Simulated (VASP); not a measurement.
```yaml
crystal:
  lattice:
    - [1.88049, -3.25711, 0.00000]
    - [1.88049, 3.25711, 0.00000]
    - [0.00000, 0.00000, 6.17016]
  atoms:
    - { symbol: Pt, position: [0.00000, 0.00000, 0.00000] }
    - { symbol: Se, position: [0.33333, 0.66667, 0.21199] }
    - { symbol: Se, position: [0.66667, 0.33333, 0.78801] }
```

All values below come from PW91 GGA, VASP's PBE PAW potentials (set 64) (plane waves; VASP). Settings: 520 eV cut-off, Gaussian smearing of 0.050 eV, potentials Pt Se.

Without a dispersion term in the relaxation, distances and binding between the weakly bound layers, chains or molecules are unreliable, and so is what depends on them. Unless said otherwise, spin-orbit coupling is left out, though it shifts the bands of the heavy elements here.

Question: Give the energies of bands 3 to 14 at the high-symmetry points, in eV from the valence-band maximum.

Answer: 
```
band      Γ      M      K      A      L      H
----  -----  -----  -----  -----  -----  -----
3     -5.62  -6.32  -5.60  -5.40  -6.38  -5.50
4     -5.41  -4.93  -5.12  -5.40  -4.96  -5.18
5     -5.41  -4.26  -5.12  -5.09  -4.23  -5.18
6     -3.17  -3.90  -3.80  -3.18  -4.20  -3.75
7     -3.17  -2.67  -3.80  -3.18  -2.69  -3.75
8     -1.79  -2.63  -2.88  -1.66  -2.68  -2.86
9     -0.42  -2.28  -2.41  -1.38  -2.37  -2.71
10    -0.42  -2.27  -1.27  -0.48  -2.16  -1.49
11    -0.14  -2.13  -1.27  -0.48  -1.39  -1.49
12     2.41   1.68   1.02   2.55   1.98   1.72
13     2.41   2.38   1.02   2.55   2.11   1.72
14     4.11   4.62   5.07   5.17   4.29   6.25
```

The gap is indirect, 0.87 eV, from the valence maximum at K-Γ at 0.78 to the conduction minimum at K-Γ at 0.22.

The compound is PtSe2 in the 1T layered structure. It was relaxed first, which changed the volume by +23 %.
